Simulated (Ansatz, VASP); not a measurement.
**CuSiO3 in two plane-wave programs**

One calculation is typed for both programs; each brings its own data sets. How far apart do they land? The cell is taken from a series of runs on this material, whose earlier steps may have relaxed, scaled, displaced or heated it; both programs get it as it stands.

Main program and level: Ansatz 0.2.0; plane waves, with VASP 6.6.1 beside it; relaxation of cell and atoms at PBEsol with D3(BJ).

## Step 1: Starting point

The structure is orthorhombic, space group Pmma (No. 51). The conventional cell has a = 8.349 Å, b = 2.827 Å, c = 4.688 Å, α = 90.00°, β = 90.00°, γ = 90.00°. Si has 4 O at 1.62 to 1.67 Å nearest. Nearest to Cu lie 4 O at 1.90 Å. Nearest to O lie 1 Si at 1.62 Å and 2 Cu at 1.90 Å. Nearest to O lie 2 Si at 1.67 Å. Farther neighbours and most contacts between anions are not listed.

## Step 2: Ansatz: relaxation of cell and atoms, PBEsol with D3(BJ)

Ansatz runs on its default PAW (the set named soft_2) files.

The relaxed volume is the usual yardstick between codes: in a stiff, nearly cubic crystal its relative difference is about their pressure difference at one cell divided by the bulk modulus.

Input file input.yaml:

```yaml
crystal:
  lattice:
    - [8.3488233096, 0.0, -2.01423e-05]
    - [0.0, 2.8269648566, 0.0]
    - [-1.10586e-05, 0.0, 4.6877581356]
  atoms:
    - { symbol: Si, position: [0.7500005935, 0.5, 0.9148657398] }
    - { symbol: Si, position: [0.2499994065, 0.5, 0.0851342602] }
    - { symbol: Cu, position: [0.5, 0.0, 0.5], spin: 0.7 }
    - { symbol: Cu, position: [0.0, 0.0, 0.5], spin: -0.7 }
    - { symbol: O, position: [0.5885955839, 0.5, 0.7216231388], spin: 0.14 }
    - { symbol: O, position: [0.4114044161, 0.5, 0.2783768612], spin: 0.14 }
    - { symbol: O, position: [0.911403873, 0.5, 0.7216212723], spin: -0.14 }
    - { symbol: O, position: [0.088596127, 0.5, 0.2783787277], spin: -0.14 }
    - { symbol: O, position: [0.2499989001, 0.0, 0.8973617401] }
    - { symbol: O, position: [0.7500010999, 0.0, 0.1026382599] }
kpoints:
  mp_grid: { grid: [4, 12, 8] }
hamiltonian:
  xc: pbesol
  dispersion: d3bj
scf:
  occupations: { method: gaussian, width: 0.02 }
output:
  forces: true
  stress: true
  eigenvalues: true
  populations: true
magnetization:
  spin_polarized: true
relax:
  adjacent_minimum: "off"
  f_tol: 0.005
  max_steps: 80
  cell: { stress_tol: 0.05 }
```

On the command line:

```console
ansatz run input.yaml --threads 16 --pin off --max-ram 61440MiB --backend cuda --events-out ev --progress --plain --runs-dir out --max-vram 78GiB
```

Output:

```text
Engine: ansatz 0.2.0, aarch64-unknown-linux-gnu
Pseudopotentials: kind: paw
Pseudopotential: Si, paw, valence charge 4, recommended cutoff 420 eV (normal), Si.paw.azcp
Pseudopotential: Cu, paw, valence charge 19, recommended cutoff 420 eV (normal), Cu.paw.azcp
Pseudopotential: O, paw, valence charge 6, recommended cutoff 420 eV (normal), O.paw.azcp
Functional definition: PBEsol
  exchange = pbesol_x
  correlation = pbesol_c
device memory: the entry about to start is reckoned to put 16.3 GiB on a device that reports 133.5 GiB free (of which the cap on the GPU budget leaves the run 78.0 GiB)
GPU FFT provider: cuFFT
GPU libraries: cuBLAS 13.8.1, cuFFT 12.4.0, cuSOLVER 12.3.2
GPU matrix products: emulated (plane waves: as basis.precision tells), large ones in fixed point in workspaces of 1.00 GiB
[...]
Basis set: ecut = 420 eV, 2181 PW (Γ), exchange–correlation on 120×40×64 points (8 copies of the dense FFT grid, shifted against one another)
[...]
k-points: 126 of 384
[...]
4      O      6.8567     0.1863
     5      O      6.8567     0.1863
     6      O      6.8567    -0.1863
     7      O      6.8567    -0.1863
     8      O      6.7616     0.0000
     9      O      6.7616     0.0000
  spilling = 0.008308 (of n_electrons = 82.000000)
```

## Step 3: VASP: relaxation of cell and atoms, PBEsol with D3(BJ)

The same cell, functional, mesh and smearing now go to VASP, with its own data sets.

Lines of VASP's logs that name or quote its potential files are left out, and so is its time.

Input file INCAR:

```
SYSTEM = CuSiO3
PREC = Accurate
ENCUT = 600
EDIFF = 1E-07
NELM = 200
ISMEAR = 0
SIGMA = 0.02
LREAL = .FALSE.
ALGO = Normal
GGA = PS
IVDW = 12
NBANDS = 48
ISPIN = 2
MAGMOM = -0 -0 0.64 -0.64 0.13 0.13 -0.13 -0.13 0 0
LASPH = .TRUE.
LMAXMIX = 4
LORBIT = 11
LWAVE = .FALSE.
LCHARG = .FALSE.
ISIF = 3
IBRION = 2
NSW = 80
EDIFFG = -0.005
GGA_COMPAT = .FALSE.
NELMIN = 4
KPAR = 2
```

Input file POSCAR:

```
CuSiO3
1.0
    8.3488233096      0.0000000000     -0.0000201423
    0.0000000000      2.8269648566      0.0000000000
   -0.0000110586      0.0000000000      4.6877581356
Si Cu O
2 2 6
Direct
    0.7500005935      0.5000000000      0.9148657398
    0.2499994065      0.5000000000      0.0851342602
    0.5000000000      0.0000000000      0.5000000000
    0.0000000000      0.0000000000      0.5000000000
    0.5885955839      0.5000000000      0.7216231388
    0.4114044161      0.5000000000      0.2783768612
    0.9114038730      0.5000000000      0.7216212723
    0.0885961270      0.5000000000      0.2783787277
    0.2499989001      0.0000000000      0.8973617401
    0.7500010999      0.0000000000      0.1026382599
```

Input file KPOINTS:

```
Automatic mesh
0
Gamma
4 12 8
0 0 0
```

The projector-augmented-wave data sets are Si, Cu and O (PBE family, release 64).

On the command line:

```console
mpirun -np 2 vasp_std
```

Output:

```text
[banner, memory and clock lines left out]
running    2 mpi-ranks, on    1 nodes
 distrk:  each k-point on    1 cores,    2 groups
 distr:  one band on    1 cores,    1 groups

 POSCAR found type information on POSCAR SiCuO
 POSCAR found :  3 types and      10 ions
|                                                                             |
|               ----> ADVICE to this user running VASP <----                  |
|                                                                             |
|     You enforced a specific xc type in the INCAR file but a different       |
|     [... a line on the potential file left out ...]
|     I HOPE YOU KNOW WHAT YOU ARE DOING!                                     |
|                                                                             |

 LDA part: xc-table for (Slater+PW92), standard interpolation
 POSCAR, INCAR and KPOINTS ok, starting setup
 FFT: planning ... GRIDC
 FFT: planning ... GRID_SOFT
 FFT: planning ... GRID
 WAVECAR not read
 entering main loop
       N       E                     dE             d eps       ncg     rms          rms(c)
DAV:   1     0.831804276906E+03    0.83180E+03   -0.32525E+04 20504   0.188E+03
DAV:   2     0.527838094966E+02   -0.77902E+03   -0.69341E+03 22096   0.482E+02
DAV:   3    -0.747021861388E+02   -0.12749E+03   -0.12153E+03 23888   0.200E+02
DAV:   4    -0.820170259522E+02   -0.73148E+01   -0.72145E+01 29832   0.513E+01
DAV:   5    -0.821831039601E+02   -0.16608E+00   -0.16587E+00 25552   0.719E+00    0.271E+01
DAV:   6    -0.716811885167E+02    0.10502E+02   -0.73364E+01 29440   0.114E+02    0.169E+01
DAV:   7    -0.695979605471E+02    0.20832E+01   -0.14070E+01 27384   0.117E+02    0.749E+00
DAV:   8    -0.699051069068E+02   -0.30715E+00   -0.28897E+00 28888   0.100E+01    0.339E+00
DAV:   9    -0.698185972246E+02    0.86510E-01   -0.20453E-01 31616   0.136E+01    0.122E+00
DAV:  10    -0.698205183462E+02   -0.19211E-02   -0.79058E-02 31696   0.475E+00    0.515E-01
DAV:  11    -0.698222779834E+02   -0.17596E-02   -0.86448E-03 31880   0.155E+00    0.219E-01
DAV:  12    -0.698228473394E+02   -0.56936E-03   -0.11905E-03 29616   0.295E-01    0.927E-02
DAV:  13    -0.698229770289E+02   -0.12969E-03   -0.31719E-04 31880   0.239E-01    0.350E-02
DAV:  14    -0.698229912319E+02   -0.14203E-04   -0.48350E-05 31640   0.767E-02    0.154E-02
DAV:  15    -0.698229972087E+02   -0.59768E-05   -0.15948E-05 29008   0.413E-02    0.775E-03
DAV:  16    -0.698229966495E+02    0.55918E-06   -0.19827E-06 32464   0.254E-02    0.318E-03
DAV:  17    -0.698229968652E+02   -0.21565E-06   -0.14320E-06 29528   0.839E-03    0.197E-03
DAV:  18    -0.698229968982E+02   -0.33056E-07   -0.10397E-07 16976   0.493E-03
   1 F= -.71417941E+02 E0= -.71417941E+02  d E =-.714179E+02  mag=    -0.0000
[... from here on, the cycles between the ionic steps are left out ...]
   2 F= -.71417228E+02 E0= -.71417228E+02  d E =0.713180E-03  mag=    -0.0000
  10 F= -.71419596E+02 E0= -.71419596E+02  d E =-.593418E-03  mag=    -0.0000
  11 F= -.71419641E+02 E0= -.71419641E+02  d E =-.638299E-03  mag=    -0.0000
  12 F= -.71419753E+02 E0= -.71419753E+02  d E =-.111555E-03  mag=    -0.0000
  13 F= -.71419826E+02 E0= -.71419826E+02  d E =-.185282E-03  mag=    -0.0000
  14 F= -.71419866E+02 E0= -.71419866E+02  d E =-.397159E-04  mag=    -0.0000
  15 F= -.71419932E+02 E0= -.71419932E+02  d E =-.105954E-03  mag=    -0.0000
  16 F= -.71419937E+02 E0= -.71419937E+02  d E =-.110545E-03  mag=    -0.0000
  17 F= -.71419958E+02 E0= -.71419958E+02  d E =-.207523E-04  mag=    -0.0000
  18 F= -.71419957E+02 E0= -.71419957E+02  d E =-.205602E-04  mag=    -0.0000
  19 F= -.71419958E+02 E0= -.71419958E+02  d E =-.207672E-04  mag=    -0.0000
 curvature:  -0.44 expect dE=-0.129E-04 dE for cont linesearch -0.556E-08
 trial: gam= 0.27130 g(F)=  0.252E-04 g(S)=  0.427E-05 ort =-0.184E-05 (trialstep = 0.376E+00)
 search vector abs. value=  0.481E-04
 bond charge predicted
       N       E                     dE             d eps       ncg     rms          rms(c)
DAV:   1    -0.698162216932E+02   -0.76155E-04   -0.16387E-03 20176   0.217E-01    0.136E-02
DAV:   2    -0.698162249025E+02   -0.32093E-05   -0.52852E-05 29320   0.588E-02    0.633E-03
DAV:   3    -0.698162243335E+02    0.56901E-06   -0.15969E-06 31584   0.234E-02    0.375E-03
DAV:   4    -0.698162241496E+02    0.18391E-06   -0.43398E-07 24752   0.101E-02    0.124E-03
DAV:   5    -0.698162241304E+02    0.19214E-07   -0.11845E-07 12856   0.282E-03
  20 F= -.71419965E+02 E0= -.71419965E+02  d E =-.743716E-05  mag=    -0.0000
 trial-energy change:   -0.000007  1 .order   -0.000008   -0.000011   -0.000004
 step:   0.6289(harm=  0.6289)  dis= 0.00048  next Energy=   -71.419967 (dE=-0.911E-05)
 reached required accuracy - stopping structural energy minimisation
```

Parts of OUTCAR (step 3):

```text
ion  position               nearest neighbor table
   1  0.750  0.500  0.915-   5 1.62   7 1.62  10 1.67  10 1.67
   2  0.250  0.500  0.085-   6 1.62   8 1.62   9 1.67   9 1.67
   3  0.500  0.000  0.500-   5 1.90   6 1.90   5 1.90   6 1.90
   4  0.000  0.000  0.500-   7 1.90   8 1.90   7 1.90   8 1.90
   5  0.589  0.500  0.722-   1 1.62   3 1.90   3 1.90
   6  0.411  0.500  0.278-   2 1.62   3 1.90   3 1.90
   7  0.911  0.500  0.722-   1 1.62   4 1.90   4 1.90
   8  0.089  0.500  0.278-   2 1.62   4 1.90   4 1.90
   9  0.250  0.000  0.897-   2 1.67   2 1.67
  10  0.750  0.000  0.103-   1 1.67   1 1.67

  LATTYP: Found a simple orthorhombic cell.
 ALAT       =     2.8269648566
 B/A-ratio  =     1.6582300713
 C/A-ratio  =     2.9532816052

 Subroutine GETGRP returns: Found  8 space group operations
 (whereof  4 operations were pure point group operations)

The static configuration has the point symmetry C_2h.
 The point group associated with its full space group is D_2h.

 Found    105 irreducible k-points:

   k-points           NKPTS =    105   k-points in BZ     NKDIM =    105   number of bands    NBANDS=     48

   dimension x,y,z NGX =    70 NGY =   24 NGZ =   40
   dimension x,y,z NGXF=   140 NGYF=   48 NGZF=   80

   ENCUT  =  600.0 eV  44.10 Ry    6.64 a.u.  16.67  5.65  9.36*2*pi/ulx,y,z

   NELECT =      66.0000    total number of electrons

 k-points in reciprocal lattice and weights: Automatic mesh
   0.00000000  0.00000000  0.00000000       0.003
   0.25000000  0.00000000  0.00000000       0.005
   0.50000000  0.00000000  0.00000000       0.003
   0.00000000  0.08333333  0.00000000       0.005
   0.25000000  0.08333333  0.00000000       0.010
   0.50000000  0.08333333  0.00000000       0.005
   0.00000000  0.16666667  0.00000000       0.005
   0.25000000  0.16666667  0.00000000       0.010
   0.50000000  0.16666667  0.00000000       0.005
[...]
0.25000000  0.50000000  0.50000000       0.005
   0.50000000  0.50000000  0.50000000       0.003

 Edisp (eV)   -1.60381

 average (electrostatic) potential at core
       1 -84.9264       2 -84.9266       3 -66.3722       4 -66.3731       5 -70.7161
       6 -70.7160       7 -70.7167       8 -70.7167       9 -71.4111      10 -71.4112

 E-fermi :   4.6284

 spin component 1
 k-point     1 :       0.0000    0.0000    0.0000
  band No.  band energies     occupation
    ...
     29       2.7045      1.00000
     30       2.9893      1.00000
     31       3.1565      1.00000
     32       3.6320      1.00000
     33       4.4810      1.00000
     34       5.6515      0.00000
     35       7.3238      0.00000
     36       8.9257      0.00000
     37      10.2216      0.00000
     38      10.5308      0.00000
    ...

 k-point     2 :       0.2500    0.0000    0.0000
  band No.  band energies     occupation
    ...
     29       2.7046      1.00000
     30       3.0461      1.00000
     31       3.1644      1.00000
     32       3.5740      1.00000
     33       4.4885      1.00000
     34       5.6452      0.00000
     35       7.5807      0.00000
     36       8.7854      0.00000
     37       9.9520      0.00000
     38      10.3935      0.00000
    ...

 k-point     3 :       0.5000    0.0000    0.0000
  band No.  band energies     occupation
    ...
     29       2.7276      1.00000
     30       3.1263      1.00000
     31       3.1548      1.00000
     32       3.5049      1.00000
     33       4.4960      1.00000
     34       5.6388      0.00000
     35       8.1821      0.00000
     36       8.2176      0.00000
     37      10.0666      0.00000
     38      10.0943      0.00000
    ...

 k-point     4 :       0.0000    0.0833    0.0000
  band No.  band energies     occupation
    ...
     29       2.8155      1.00000
     30       2.9618      1.00000
     31       3.1614      1.00000
     32       3.5900      1.00000
     33       4.3340      1.00000
     34       5.5203      0.00000
     35       7.6548      0.00000
     36       9.2055      0.00000
     37      10.3868      0.00000
     38      10.8025      0.00000
    ...

 k-point     5 :       0.2500    0.0833    0.0000
  band No.  band energies     occupation
    ...
     29       2.7866      1.00000
     30       3.0344      1.00000
     31       3.1550      1.00000
     32       3.5367      1.00000
     33       4.3477      1.00000
     34       5.5090      0.00000
     35       7.8970      0.00000
     36       9.0601      0.00000
     37      10.1511      0.00000
     38      10.6551      0.00000
    ...

 k-point     6 :       0.5000    0.0833    0.0000
  band No.  band energies     occupation
    ...
     29       2.7705      1.00000
     30       3.1198      1.00000
     31       3.1295      1.00000
     32       3.4761      1.00000
     33       4.3607      1.00000
     34       5.4985      0.00000
     35       8.4697      0.00000
     36       8.5018      0.00000
     37      10.3073      0.00000
     38      10.3308      0.00000
    ...

 Edisp (eV)   -1.60374

  Total      -0.03977    -0.02404    -0.00938     0.00000     0.00000     0.00000
  in kB      -0.57911    -0.35007    -0.13665     0.00000     0.00000     0.00000
  external pressure =       -0.36 kB  Pullay stress =        0.00 kB

  energy-cutoff  :      600.00
  volume of cell :      110.02
      direct lattice vectors                 reciprocal lattice vectors
     8.314150799  0.000000000 -0.000019961     0.120276866  0.000000000  0.000000281
     0.000000000  2.829854674  0.000000000     0.000000000  0.353375037  0.000000000
    -0.000010939  0.000000000  4.676292360     0.000000513  0.000000000  0.213844628

 POSITION                                       TOTAL-FORCE (eV/Angst)
 -----------------------------------------------------------------------------------
      6.23561      1.41493      4.29544         0.000000      0.000000     -0.004639
      2.07853      1.41493      0.38083        -0.000000      0.000000      0.004639
      4.15707      0.00000      2.33814         0.000000      0.000000      0.000000
     -0.00001      0.00000      2.33815         0.000000      0.000000      0.000000
      4.88830      1.41493      3.38536        -0.002014     -0.000000      0.002056
      3.42584      1.41493      1.29091         0.002014      0.000000     -0.002056
      7.58291      1.41493      3.38535         0.002014      0.000000      0.002056
      0.73123      1.41493      1.29092        -0.002014      0.000000     -0.002056
      2.07852      0.00000      4.17546         0.000000      0.000000     -0.003342
      6.23562      0.00000      0.50081        -0.000000      0.000000      0.003342
 -----------------------------------------------------------------------------------
    total drift:                                0.038587     -0.000000     -0.027589

  FREE ENERGIE OF THE ION-ELECTRON SYSTEM (eV)
  ---------------------------------------------------
  free  energy   TOTEN  =       -71.4199650766 eV

  energy  without entropy=      -71.4199650766  energy(sigma->0) =      -71.41996508

 reached required accuracy - stopping structural energy minimisation

 total charge
# of ion       s       p       d       tot
------------------------------------------
    1        0.661   0.981   0.000   1.642
    2        0.661   0.981   0.000   1.642
    3        0.384   0.429   9.107   9.920
    4        0.384   0.429   9.107   9.920
    5        1.544   3.568   0.000   5.112
    6        1.544   3.568   0.000   5.112
    7        1.544   3.568   0.000   5.112
    8        1.544   3.568   0.000   5.112
    9        1.548   3.605   0.000   5.154
   10        1.548   3.605   0.000   5.154
--------------------------------------------------
tot         11.364  24.302  18.213  53.880

 magnetization (x)
# of ion       s       p       d       tot
------------------------------------------
    1        0.000   0.000   0.000   0.000
    2        0.000   0.000   0.000   0.000
    3       -0.006  -0.003   0.634   0.625
    4        0.006   0.003  -0.634  -0.625
    5        0.014   0.124   0.000   0.138
    6        0.014   0.124   0.000   0.138
    7       -0.014  -0.124   0.000  -0.138
    8       -0.014  -0.124   0.000  -0.138
    9        0.000   0.000   0.000   0.000
   10        0.000   0.000   0.000   0.000
--------------------------------------------------
tot          0.000   0.000   0.000   0.000

[... 6 further parts left out ...]
```

CONTCAR:

```
CuSiO3
   1.00000000000000
     8.3141507988940084    0.0000000000000000   -0.0000199611383940
     0.0000000000000000    2.8298546739250581    0.0000000000000000
    -0.0000109386157242    0.0000000000000000    4.6762923604503790
  Si              Cu              O
     2     2     6
Direct
     0.7500005934836007    0.5000000000000000    0.9185607772371099
     0.2499994065163996    0.5000000000000000    0.0814392227628901
     0.5000000000000000    0.0000000000000000    0.5000000000000000
     0.0000000000000000    0.0000000000000000    0.5000000000000000
     0.5879502505291198    0.5000000000000000    0.7239443443223380
     0.4120497494708804    0.5000000000000000    0.2760556556776617
     0.9120492063523223    0.5000000000000000    0.7239424778113407
     0.0879507936476776    0.5000000000000000    0.2760575221886590
     0.2499989001173064    0.0000000000000000    0.8929015575000366
     0.7500010998826936    0.0000000000000000    0.1070984424999632
```

The magnetic state follows from one typed start and may not be the lowest. The gap is read on the k-mesh alone, so it is an upper bound where the band edges lie off the mesh. The run keeps the 8 symmetry operations of its start, so it cannot find a distortion of lower symmetry.

## Step 4: Side by side

Known differences besides the potentials themselves: VASP starts from the moments at which Ansatz ended; the data sets hold 82 valence electrons in Ansatz (on its default PAW (the set named soft_2) files) and 66 in VASP; the cutoff is 420 eV in Ansatz and 600 eV in VASP; Ansatz makes its cores anew for this functional, VASP keeps those of its PBE data sets; site moments are counted in spheres of each program's own size. Total energies have different zeros and are not compared.

Compared:

```
                                         quantity  Ansatz    VASP  difference
                                      volume (Å³)  110.64  110.02     +0.56 %
edge a after relaxation, in the typed setting (Å)   8.349   8.314     +0.42 %
edge b after relaxation, in the typed setting (Å)   2.827   2.830     -0.10 %
edge c after relaxation, in the typed setting (Å)   4.688   4.676     +0.25 %
                               moment on Cu4 (μB)   -0.64   -0.62       -0.02
                               moment on Cu3 (μB)    0.64    0.62       +0.02
                                moment on O6 (μB)    0.13    0.14       -0.01
                                moment on O5 (μB)    0.13    0.14       -0.01
                                moment on O7 (μB)   -0.13   -0.14       +0.01
                                moment on O8 (μB)   -0.13   -0.14       +0.01
```

## Step 5: Outcome

```
difference in volume (relaxation of cell and atoms, PBEsol with D3(BJ)) : 0.56 %
```

What this shows: The difference in volume is 0.56 % (relaxation of cell and atoms, PBEsol with D3(BJ)), within the 1.2 % picked in this series as the mark of a large difference, as far as the stopping tolerances let one tell. The data sets hold unlike numbers of valence electrons (82 in Ansatz and 66 in VASP), so part of the differences comes from the potentials. Such differences can come from data sets, numerical settings and the points named under the comparisons, not from the functional's error against experiment.

[Lines on the potential files, build, host, timing and source positions are cut from VASP's logs without a mark.]

[Logs are printed without paths, hosts, clocks, repeated set-up lines and the standing remarks that a program may print on its own settings, such as how far it seeks lower states.]

[Hosts, paths, dates, database ids (printed as entryN), source tags and the programs' standing remarks are cut or masked in the printed files.]
